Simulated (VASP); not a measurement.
# ScNb: single point with PBE

Crystal: ScNb.

```
Sc Nb
1.0
     2.93404    0.00000    0.00000
    -1.46702    2.54095    0.00000
     0.00000    0.00000    5.31094
Sc Nb
1 1
Direct
  0.00000 0.00000 0.00000
  0.33333 0.66667 0.50000
```

The cell comes from a database or a generator and needn't be the stable form of this composition.

The cell isn't the ideal one: strained and moved within the space group.

```
Program             : VASP 6.6.1
Task                : single point
Functional          : PBE
Potentials or basis : VASP PAW PBE potentials, release 64 (Sc_sv, Nb_sv)
Cutoff              : 520 eV
k mesh              : 15 × 15 × 8
Occupations         : gaussian, width 0.1 eV
Spin                : no spin polarisation
```

```
Pressure               : 4.1 GPa
Band gap on the k mesh : none (metal or under the smearing width)
```

Stress tensor (GPa, compression positive):
```
 8.00  0.00  0.00
 0.00  8.00  0.00
 0.00  0.00 -3.63
```

Levels at points of the mesh, in eV from the Fermi level:
```tsv
k point	band 8	band 9	band 10	band 11	band 12	band 13	band 14	band 15	band 16	band 17
(0.00, 0.00, 0.00)	-27.16	-5.72	-3.04	0.25	0.40	0.66	0.66	2.15	2.15	2.89
(0.00, 0.00, 0.50)	-27.16	-4.50	-3.88	-1.09	0.48	0.60	0.60	1.85	1.85	3.59
```

Run time: 3.5 min on 1 thread of Intel(R) Xeon(R) Platinum 8375C CPU @ 2.90GHz (Ice Lake), on a shared host, peak memory 0.24 GiB.
